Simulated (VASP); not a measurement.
Input for VASP

**POSCAR**
```
HfB2
1
    1.5504478561    -2.6854546847     0.0000000000
    1.5504478561     2.6854546847    -0.0000000000
    0.0000000000    -0.0000000000     3.4353796636
Hf B
1 2
Direct
  1.0000000000   1.0000000000   0.0000000000
  0.3333330000   0.6666670000   0.5000000000
  0.6666670000   0.3333330000   0.5000000000
```

**INCAR**
```
! general
SYSTEM  = HfB2
PREC    = Accurate
ENCUT   = 520   ! plane-wave cut-off (eV)
LREAL   = F   ! projection in real space or not
LASPH   = T

! electronic loop
EDIFF   = 1E-6   ! SCF stop (eV)
NELM    = 100   ! most electronic steps
ALGO    = Normal   ! blocked Davidson
LMAXMIX = 6

! smearing
ISMEAR  = 1
SIGMA   = 0.1   ! width (eV)

! ions
IBRION  = 2   ! conjugate gradients
NSW     = 60   ! most ionic steps
ISIF    = 3
EDIFFG  = -0.02   ! ionic stop

! output
LWAVE   = F
LCHARG  = F
```

### KPOINTS
```
K-points
0
Gamma
  10 10 8
```

POTCAR, in this order: Hf_pv B (LDA.64 set). Program: vasp_std.

Question: Write an equivalent input for Ansatz.

Answer: One equivalent input (not run):
Ansatz 0.2 input:
```yaml
crystal:
  lattice:
    - [1.5504479, -2.6854547, 0.0000000]
    - [1.5504479, 2.6854547, 0.0000000]
    - [0.0000000, 0.0000000, 3.4353797]
  atoms:
    - { symbol: Hf, position: [1.0000000, 1.0000000, 0.0000000] }
    - { symbol: B, position: [0.3333330, 0.6666670, 0.5000000] }
    - { symbol: B, position: [0.6666670, 0.3333330, 0.5000000] }
kpoints:
  mp_grid: { grid: [10, 10, 8] }
hamiltonian:
  xc: lda
  pseudopotentials: { kind: paw }
scf:
  occupations: { method: methfessel_paxton, width: 0.1 }
  max_iter: 100
relax:
  max_steps: 60
  f_tol: 0.02
  cell: {}
output: { forces: true, stress: true, eigenvalues: true }
```
The two are equivalent in intent, not identical: each code has its own PAW files, so the cut-off isn't converted (ENCUT is set for VASP's; basis.ecutwfc is left out, and Ansatz then takes the one that its files recommend); Ansatz stops its SCF on the density residual and VASP on the energy change (EDIFF); Ansatz's lda is the Perdew-Wang form, while the LDA potentials of VASP carry Perdew-Zunger's.

The compound is HfB2 in the AlB2 type structure. It was relaxed first. The start is the result of an earlier pass.
